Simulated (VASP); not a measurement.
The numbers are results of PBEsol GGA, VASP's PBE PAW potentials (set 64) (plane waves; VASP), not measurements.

VASP ran on this input.

KPOINTS:
```
Automatic mesh
0
gamma
  6 6 6
```

**POSCAR**
```
CsCl
4.0723850
  1.0000000712   0.0000000000   0.0000000000
  0.0000000000   1.0000000712   0.0000000000
  0.0000000000   0.0000000000   1.0000000712
Cs Cl
1 1
Cartesian
  0.0000000000   0.0000000000   0.0000000000
  0.5000000356   0.5000000356   0.5000000356
```

INCAR:
```
# general
SYSTEM   =  CsCl
PREC     =  Accurate
ENCUT    =  530   # plane-wave cut-off (eV)
LREAL    =  .FALSE.   # projection in real space or not
LASPH    =  .TRUE.   # aspherical one-centre terms

# electronic loop
EDIFF    =  1E-7   # SCF stop (eV)
NELM     =  100
ALGO     =  Normal   # blocked Davidson
LMAXMIX  =  4

# smearing
ISMEAR   =  0   # Gaussian
SIGMA    =  0.05

# functional
GGA      =  PS

# ions
IBRION   =  6   # finite differences
NSW      =  1
ISIF     =  3   # ions, shape and volume
POTIM    =  0.015   # step
NFREE    =  2

# output
LWAVE    =  .FALSE.
LCHARG   =  .FALSE.
```

POTCAR, in this order: Cs_sv Cl (PBE.64 set). Program: vasp_std.

The resulting files:

File OUTCAR:
```


 TOTAL ELASTIC MODULI (kBar)
 Direction    XX          YY          ZZ          XY          YZ          ZX
 --------------------------------------------------------------------------------
 XX         378.7569     90.5723     90.5723      0.0000     -0.0000      0.0000
 YY          90.5723    378.7569     90.5723      0.0000      0.0000     -0.0000
 ZZ          90.5723     90.5723    378.7569     -0.0000     -0.0000      0.0000
 XY           0.0000      0.0000     -0.0000     91.9846      0.0000      0.0000
 YZ          -0.0000      0.0000     -0.0000      0.0000     91.9846      0.0000
 ZX           0.0000     -0.0000      0.0000      0.0000      0.0000     91.9846
 --------------------------------------------------------------------------------
```
(Selected blocks of OUTCAR.)

The structure comes from a measured CsCl entry (Pm-3m) of the Crystallography Open Database, whose conditions weren't checked. It was relaxed first.
